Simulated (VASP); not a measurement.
Output of a VASP run:

### OSZICAR
```
       N       E                     dE             d eps       ncg     rms          rms(c)
DAV:   1     0.913060715297E+01    0.91306E+01   -0.39977E+03   560   0.891E+02
DAV:   2    -0.133627217286E+02   -0.22493E+02   -0.21221E+02   808   0.109E+02
DAV:   3    -0.136345539393E+02   -0.27183E+00   -0.27183E+00   720   0.155E+01
DAV:   4    -0.136350935595E+02   -0.53962E-03   -0.53962E-03   856   0.691E-01
DAV:   5    -0.136350937911E+02   -0.23162E-06   -0.23160E-06   720   0.123E-02    0.719E+00
DAV:   6    -0.130281644564E+02    0.60693E+00   -0.16342E+00   608   0.700E+00    0.393E+00
DAV:   7    -0.129377448945E+02    0.90420E-01   -0.25794E-01   848   0.310E+00    0.130E+00
DAV:   8    -0.129296404685E+02    0.81044E-02   -0.28323E-02   600   0.116E+00    0.215E-01
DAV:   9    -0.129299484908E+02   -0.30802E-03   -0.50013E-04   792   0.206E-01    0.121E-01
DAV:  10    -0.129301454288E+02   -0.19694E-03   -0.29059E-04   632   0.135E-01    0.267E-02
DAV:  11    -0.129301558685E+02   -0.10440E-04   -0.13296E-05   792   0.317E-02    0.316E-02
DAV:  12    -0.129301566095E+02   -0.74099E-06   -0.31087E-06   568   0.116E-02
   1 F= -.13636193E+02 E0= -.13636193E+02  d E =-.136362E+02
       N       E                     dE             d eps       ncg     rms          rms(c)
DAV:   1    -0.129191385693E+02    0.11017E-01   -0.56860E-01   632   0.609E+00    0.961E-01
DAV:   2    -0.129061603337E+02    0.12978E-01   -0.26032E-02   744   0.104E+00    0.504E-01
DAV:   3    -0.129025233282E+02    0.36370E-02   -0.76828E-03   648   0.506E-01    0.150E-01
DAV:   4    -0.129022880916E+02    0.23524E-03   -0.26153E-04   728   0.124E-01    0.114E-01
DAV:   5    -0.129022425157E+02    0.45576E-04   -0.88387E-05   728   0.673E-02    0.500E-02
DAV:   6    -0.129022439423E+02   -0.14266E-05   -0.27244E-06   616   0.137E-02    0.603E-03
DAV:   7    -0.129022442240E+02   -0.28173E-06   -0.29135E-07   280   0.363E-03
   2 F= -.13639710E+02 E0= -.13639710E+02  d E =-.351681E-02
       N       E                     dE             d eps       ncg     rms          rms(c)
DAV:   1    -0.129228382220E+02   -0.20594E-01   -0.98821E-02   632   0.250E+00    0.396E-01
DAV:   2    -0.129205458370E+02    0.22924E-02   -0.47170E-03   736   0.441E-01    0.209E-01
DAV:   3    -0.129199049675E+02    0.64087E-03   -0.13329E-03   656   0.210E-01    0.567E-02
DAV:   4    -0.129198542886E+02    0.50679E-04   -0.50768E-05   696   0.534E-02    0.435E-02
DAV:   5    -0.129198417212E+02    0.12567E-04   -0.14068E-05   736   0.269E-02    0.208E-02
DAV:   6    -0.129198408895E+02    0.83173E-06   -0.39144E-07   296   0.536E-03
   3 F= -.13643884E+02 E0= -.13643884E+02  d E =-.769104E-02
```

File OUTCAR:
```
------------------------ aborting loop because EDIFF is reached ----------------------------------------
  Edisp (eV):   -0.72404
  FORCE on cell =-STRESS in cart. coord.  units (eV):
  Direction    XX          YY          ZZ          XY          YZ          ZX
  --------------------------------------------------------------------------------------
  Total       0.00083     0.00083     0.00083    -0.00000     0.00000    -0.00000
  in kB       0.05834     0.05834     0.05834    -0.00000     0.00000    -0.00000
  external pressure =        0.06 kB  Pullay stress =        0.00 kB
  volume of cell :       22.81
      direct lattice vectors                 reciprocal lattice vectors
    -0.000000000  2.250903021  2.250903021    -0.222133071  0.222133071  0.222133071
     2.250903021 -0.000000000  2.250903021     0.222133071 -0.222133071  0.222133071
     2.250903021  2.250903021  0.000000000     0.222133071  0.222133071 -0.222133071
  FREE ENERGIE OF THE ION-ELECTRON SYSTEM (eV)
  ---------------------------------------------------
  free  energy   TOTEN  =       -13.6438840168 eV

  energy  without entropy=      -13.6438840168  energy(sigma->0) =      -13.64388402

 reached required accuracy - stopping structural energy minimisation
```
(Selected blocks of OUTCAR.)

### POSCAR
```
BP
1
    0.0000000000     2.2700000000     2.2700000000
    2.2700000000     0.0000000000     2.2700000000
    2.2700000000     2.2700000000     0.0000000000
B P
1 1
Direct
  0.0000000000   0.0000000000   0.0000000000
  0.2500000000   0.2500000000   0.2500000000
```

Problem. Reconstruct the remaining input files.

Solution. One answer among several that fit: the input of the run itself, PBE GGA with D4 dispersion, plane waves, VASP's PBE PAW potentials (set 64).

**INCAR**
```
SYSTEM=BP
PREC=Accurate; ENCUT=520; LREAL=F
LASPH=T
EDIFF=1E-6; NELM=100; ALGO=Normal
ISMEAR=0; SIGMA=0.05
GGA=PE; IVDW=13
IBRION=2; NSW=60; ISIF=3
EDIFFG=-0.01
LWAVE=F; LCHARG=F
```

KPOINTS:
```
kpoints
0
G
  9 9 9
```

POTCAR, in this order: B P (PBE.64 set). Program: vasp_std.

Energy and stress use the plane-wave basis of the starting cell.

The compound is BP in the zinc blende structure. This run relaxes it. Symmetry was kept, so distortions that lower it aren't found.
